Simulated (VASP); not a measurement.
Output of a VASP run:

OSZICAR:
```
       N       E                     dE             d eps       ncg     rms          rms(c)
DAV:   1     0.436694560451E+03    0.43669E+03   -0.20144E+04  1584   0.194E+03
DAV:   2     0.162065539309E+02   -0.42049E+03   -0.41343E+03  1632   0.502E+02
DAV:   3    -0.252097597690E+02   -0.41416E+02   -0.41309E+02  2024   0.188E+02
DAV:   4    -0.263158196101E+02   -0.11061E+01   -0.11057E+01  1744   0.368E+01
DAV:   5    -0.263636301350E+02   -0.47811E-01   -0.47810E-01  2344   0.720E+00    0.184E+01
DAV:   6    -0.217544851943E+02    0.46091E+01   -0.39507E+01  2392   0.552E+01    0.271E+01
DAV:   7    -0.215796035840E+02    0.17488E+00   -0.34226E+00  1880   0.144E+01    0.167E+01
DAV:   8    -0.215256314010E+02    0.53972E-01   -0.15743E+00  2280   0.117E+01    0.164E+00
DAV:   9    -0.214817604142E+02    0.43871E-01   -0.37622E-01  2296   0.681E+00    0.915E-01
DAV:  10    -0.214847050890E+02   -0.29447E-02   -0.23450E-02  1784   0.112E+00    0.211E-01
DAV:  11    -0.214852920542E+02   -0.58697E-03   -0.95652E-04  2224   0.275E-01    0.114E-01
DAV:  12    -0.214854438156E+02   -0.15176E-03   -0.87686E-04  2360   0.227E-01    0.557E-02
DAV:  13    -0.214854333101E+02    0.10506E-04   -0.96056E-05  2296   0.114E-01    0.219E-02
DAV:  14    -0.214854296521E+02    0.36579E-05   -0.25362E-05  1736   0.426E-02    0.105E-02
DAV:  15    -0.214854304566E+02   -0.80448E-06   -0.67329E-06  1744   0.182E-02
   1 F= -.21485430E+02 E0= -.21485430E+02  d E =-.161584E-12
```

### OUTCAR
```
------------------------ aborting loop because EDIFF is reached ----------------------------------------
  FORCE on cell =-STRESS in cart. coord.  units (eV):
  Direction    XX          YY          ZZ          XY          YZ          ZX
  --------------------------------------------------------------------------------------
  Total       -0.4001423     -0.2865756     -0.4492066      0.0000000      0.0000000     -0.0664611
  in kB       -7.5339002     -5.3956610     -8.4576850      0.0000000      0.0000000     -1.2513329
  external PRESSURE =      -7.1290821 kB  Pullay stress =       0.0000000 kB
  volume of cell :       85.10
      direct lattice vectors                 reciprocal lattice vectors
     4.071777000  0.000000000  0.000000000     0.245593017  0.000000000  0.000000000
     0.000000000  4.053932000  0.000000000     0.000000000  0.246674093  0.000000000
     0.000000000  0.000000000  5.155191000     0.000000000  0.000000000  0.193979234
 POSITION                                       TOTAL-FORCE (eV/Angst)
 -----------------------------------------------------------------------------------
      2.03589      0.00000      3.94372         0.057945      0.000000      0.416917
      0.00000      2.02697      1.21147         0.016452      0.000000     -0.422831
      2.03589      2.02697      0.00000         0.081729      0.000000      0.026081
      0.02841      0.00000      0.00000        -0.156125      0.000000     -0.020167
 -----------------------------------------------------------------------------------
    total drift:                                0.000069      0.000000     -0.000003
  FREE ENERGIE OF THE ION-ELECTRON SYSTEM (eV)
  ---------------------------------------------------
  free  energy   TOTEN  =       -21.4854304566 eV

  energy  without entropy=      -21.4854304566  energy(sigma->0) =      -21.48543046
```
(Selected blocks of OUTCAR.)

**POSCAR**
```
PbO
1
    4.0717770000     0.0000000000     0.0000000000
    0.0000000000     4.0539320000     0.0000000000
    0.0000000000     0.0000000000     5.1551910000
Pb O
2 2
Direct
  0.5000000000   0.0000000000   0.7650000000
  0.0000000000   0.5000000000   0.2350000000
  0.5000000000   0.5000000000   0.0000000000
  0.0069770000   0.0000000000   0.0000000000
```

### Question
Reconstruct the remaining input files.

### Answer
One answer among several that fit: the input of the run itself, PBE GGA, plane waves, VASP's PBE PAW potentials (set 64).

**INCAR**
```
SYSTEM = PbO
PREC = Accurate
ENCUT = 520
EDIFF = 1E-6
NELM = 100
ALGO = Normal
LREAL = .FALSE.
LASPH = .TRUE.
ISMEAR = 0
SIGMA = 0.05
GGA = PE
LMAXMIX = 4
LWAVE = .FALSE.
LCHARG = .FALSE.
ISIF = 2
```

File KPOINTS:
```
Automatic mesh
0
Gamma
5 5 4
0 0 0
```

POTCAR, in this order: Pb_d O_s (PBE.64 set). Program: vasp_std.

The compound is PbO in the litharge structure. The cell was not relaxed at this level. The run is one of a series of settings (POTCAR Pb_d O_s (PBE.64 set) against the base run), some of them coarse on purpose.
